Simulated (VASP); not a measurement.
All values below come from LDA (Ceperley-Alder, Perdew-Zunger), VASP's LDA PAW potentials (set 64) (plane waves; VASP).

Input for VASP

**KPOINTS**
```
Automatic mesh
0
Gamma
11 11 9
0 0 0
```

POSCAR:
```
HfB2
1.0
  1.5504478561  -2.6854546847   0.0000000000
  1.5504478561   2.6854546847   0.0000000000
  0.0000000000   0.0000000000   3.4353796636
Hf B
1 2
Cartesian
  0.0000000000   0.0000000000   0.0000000000
  1.5504478561   0.8951533519   1.7176898318
  1.5504478561  -0.8951533519   1.7176898318
```

**INCAR**
```
IBRION = 2   # conjugate gradients
SIGMA = 0.1
ENCUT = 620   # plane-wave cut-off (eV)
EDIFFG = -0.02   # ionic stop
LCHARG = .False.
ISMEAR = 1   # Methfessel-Paxton
ISIF = 3   # ions, shape and volume
LASPH = .True.   # aspherical one-centre terms
PREC = Accurate
LMAXMIX = 6
LWAVE = .False.
EDIFF = 1E-6   # SCF stop (eV)
SYSTEM = HfB2
LREAL = .False.   # projection in real space or not
NELM = 100   # most electronic steps
ALGO = Normal   # blocked Davidson
NSW = 40   # most ionic steps
```

POTCAR, in this order: Hf_pv B (LDA.64 set). Program: vasp_std.

Output of the run:

File OUTCAR:
```
 ion  position               nearest neighbor table
   1  0.000  0.000  0.000-   2 2.48   3 2.48   2 2.48   3 2.48   3 2.48   3 2.48   2 2.48   2 2.48
                             3 2.48   3 2.48   2 2.48   2 2.48
   2  0.333  0.667  0.500-   3 1.79   3 1.79   3 1.79   1 2.48   1 2.48   1 2.48   1 2.48   1 2.48
                             1 2.48
   3  0.667  0.333  0.500-   2 1.79   2 1.79   2 1.79   1 2.48   1 2.48   1 2.48   1 2.48   1 2.48
                             1 2.48
  LATTYP: Found a hexagonal cell.
 ALAT       =     3.1008959057
 C/A-ratio  =     1.1078668127
 Subroutine PRICEL returns:
 Original cell was already a primitive cell.
 Subroutine GETGRP returns: Found 24 space group operations
The static configuration has the point symmetry D_6h.
The dynamic configuration has the point symmetry D_6h.
 Subroutine INISYM returns: Found 24 space group operations
 Subroutine IBZKPT returns following result:
 Found     80 irreducible k-points:

 Following reciprocal coordinates:
            Coordinates               Weight
  0.000000  0.000000  0.000000      1.000000
  0.090909  0.000000  0.000000      6.000000
  0.181818  0.000000  0.000000      6.000000
  0.272727  0.000000  0.000000      6.000000
  0.363636  0.000000  0.000000      6.000000
  0.454545  0.000000  0.000000      6.000000
  0.090909  0.090909  0.000000      6.000000
  0.181818  0.090909  0.000000     12.000000
  0.272727  0.090909  0.000000     12.000000
  0.363636  0.090909  0.000000     12.000000
  0.454545  0.090909  0.000000      6.000000
  0.181818  0.181818  0.000000      6.000000
  0.272727  0.181818  0.000000     12.000000
  0.363636  0.181818  0.000000     12.000000
  0.272727  0.272727  0.000000      6.000000
  0.363636  0.272727  0.000000      6.000000
  0.000000  0.000000  0.111111      2.000000
  0.090909  0.000000  0.111111     12.000000
  0.181818  0.000000  0.111111     12.000000
  0.272727  0.000000  0.111111     12.000000
  0.363636  0.000000  0.111111     12.000000
  0.454545  0.000000  0.111111     12.000000
  0.090909  0.090909  0.111111     12.000000
  0.181818  0.090909  0.111111     24.000000
  0.272727  0.090909  0.111111     24.000000
  0.363636  0.090909  0.111111     24.000000
  0.454545  0.090909  0.111111     12.000000
  0.181818  0.181818  0.111111     12.000000
  0.272727  0.181818  0.111111     24.000000
  0.363636  0.181818  0.111111     24.000000
  0.272727  0.272727  0.111111     12.000000
  0.363636  0.272727  0.111111     12.000000
  0.000000  0.000000  0.222222      2.000000
  0.090909  0.000000  0.222222     12.000000
  0.181818  0.000000  0.222222     12.000000
  0.272727  0.000000  0.222222     12.000000
  0.363636  0.000000  0.222222     12.000000
  0.454545  0.000000  0.222222     12.000000
  0.090909  0.090909  0.222222     12.000000
  0.181818  0.090909  0.222222     24.000000
   k-points           NKPTS =     80   k-points in BZ     NKDIM =     80   number of bands    NBANDS=     12
   number of dos      NEDOS =    301   number of ions     NIONS =      3
   total plane-waves  NPLWV =  21952
   dimension x,y,z NGX =    28 NGY =   28 NGZ =   28
   dimension x,y,z NGXF=    56 NGYF=   56 NGZF=   56
   ions per type =               1   2
   PREC   = accura    normal or accurate (medium, high low for compatibility)
   ISTART =      0    job   : 0-new  1-cont  2-samecut
   ICHARG =      2    charge: 1-file 2-atom 10-const
   ISPIN  =      1    spin polarized calculation?
   LNONCOLLINEAR =      F non collinear calculations
   LSORBIT =      F    spin-orbit coupling
   INIWAV =      1    electr: 0-lowe 1-rand  2-diag
   ENCUT  =  620.0 eV  45.57 Ry    6.75 a.u.   6.30  6.30  6.97*2*pi/ulx,y,z
...
```

**OSZICAR**
```
       N       E                     dE             d eps       ncg     rms          rms(c)
DAV:   1     0.339073197349E+02    0.33907E+02   -0.93679E+03  1920   0.147E+03
DAV:   2    -0.293631495548E+02   -0.63270E+02   -0.59228E+02  2436   0.264E+02
DAV:   3    -0.314816570012E+02   -0.21185E+01   -0.20841E+01  2532   0.358E+01
DAV:   4    -0.315000979599E+02   -0.18441E-01   -0.18427E-01  2332   0.347E+00
DAV:   5    -0.315002675509E+02   -0.16959E-03   -0.16958E-03  2500   0.281E-01    0.566E+01
DAV:   6    -0.290876294127E+02    0.24126E+01   -0.55616E+00  2284   0.157E+01    0.413E+01
DAV:   7    -0.290355286449E+02    0.52101E-01   -0.16692E+00  2424   0.895E+00    0.123E+01
DAV:   8    -0.289651852997E+02    0.70343E-01   -0.48541E-01  2264   0.499E+00    0.200E+00
DAV:   9    -0.289604761132E+02    0.47092E-02   -0.34811E-02  2220   0.146E+00    0.342E-01
DAV:  10    -0.289603947887E+02    0.81325E-04   -0.90368E-04  2324   0.273E-01    0.364E-01
DAV:  11    -0.289603916554E+02    0.31333E-05   -0.10284E-04  2292   0.791E-02    0.165E-01
DAV:  12    -0.289603886831E+02    0.29723E-05   -0.10967E-05  2356   0.276E-02    0.378E-02
DAV:  13    -0.289603886754E+02    0.77871E-08   -0.33362E-07  1332   0.568E-03
   1 F= -.28960389E+02 E0= -.28960381E+02  d E =-.289604E+02
       N       E                     dE             d eps       ncg     rms          rms(c)
DAV:   1    -0.289608138511E+02   -0.42517E-03   -0.20991E-02  2040   0.127E+00    0.156E-01
DAV:   2    -0.289606251659E+02    0.18869E-03   -0.29350E-04  2332   0.154E-01    0.674E-02
DAV:   3    -0.289605504014E+02    0.74764E-04   -0.81356E-05  2360   0.721E-02    0.217E-02
DAV:   4    -0.289605452271E+02    0.51744E-05   -0.85214E-06  2536   0.230E-02    0.157E-02
DAV:   5    -0.289605449951E+02    0.23196E-06   -0.42033E-07  1244   0.545E-03
   2 F= -.28960545E+02 E0= -.28960524E+02  d E =-.156320E-03
```

### OUTCAR
```
------------------------ aborting loop because EDIFF is reached ----------------------------------------
  FORCE on cell =-STRESS in cart. coord.  units (eV):
  Direction    XX          YY          ZZ          XY          YZ          ZX
  --------------------------------------------------------------------------------------
  Total       -0.0297848     -0.0297848      0.0004786      0.0000000     -0.0000000      0.0000000
  in kB       -1.6675210     -1.6675213      0.0267940      0.0000000     -0.0000000      0.0000000
  external PRESSURE =      -1.1027494 kB  Pullay stress =       0.0000000 kB
  volume of cell :       28.62
      direct lattice vectors                 reciprocal lattice vectors
     1.552210226 -2.688507200  0.000000000     0.322121316 -0.185976813  0.000000000
     1.552210226  2.688507200 -0.000000000     0.322121316  0.185976813  0.000000000
    -0.000000000  0.000000000  3.428797425     0.000000000  0.000000000  0.291647443
 POSITION                                       TOTAL-FORCE (eV/Angst)
 -----------------------------------------------------------------------------------
      3.10442      0.00000     -0.00000        -0.000000     -0.000000      0.000000
      1.55221      0.89617      1.71440         0.000000      0.000000     -0.000000
      1.55221     -0.89617      1.71440        -0.000000     -0.000000      0.000000
 -----------------------------------------------------------------------------------
    total drift:                                0.000000      0.000000      0.000000
  FREE ENERGIE OF THE ION-ELECTRON SYSTEM (eV)
  ---------------------------------------------------
  free  energy   TOTEN  =       -28.9605449951 eV

  energy  without entropy=      -28.9604821138  energy(sigma->0) =      -28.96052403

 reached required accuracy - stopping structural energy minimisation
```
(Selected blocks of OUTCAR.)

**CONTCAR**
```
HfB2
   1.00000000000000
     1.5522102261431094   -2.6885071999183743    0.0000000000000000
     1.5522102261431094    2.6885071999183743   -0.0000000000000000
    -0.0000000000000000    0.0000000000000000    3.4287974252715032
  Hf              B
     1     2
Direct
     1.0000000000000000    1.0000000000000000    0.0000000000000000
     0.3333330000000032    0.6666669999999968    0.5000000000000000
     0.6666669999999968    0.3333330000000032    0.5000000000000000
```

The compound is HfB2 in the AlB2 type structure. This run relaxes it. Symmetry was kept, so distortions that lower it aren't found.
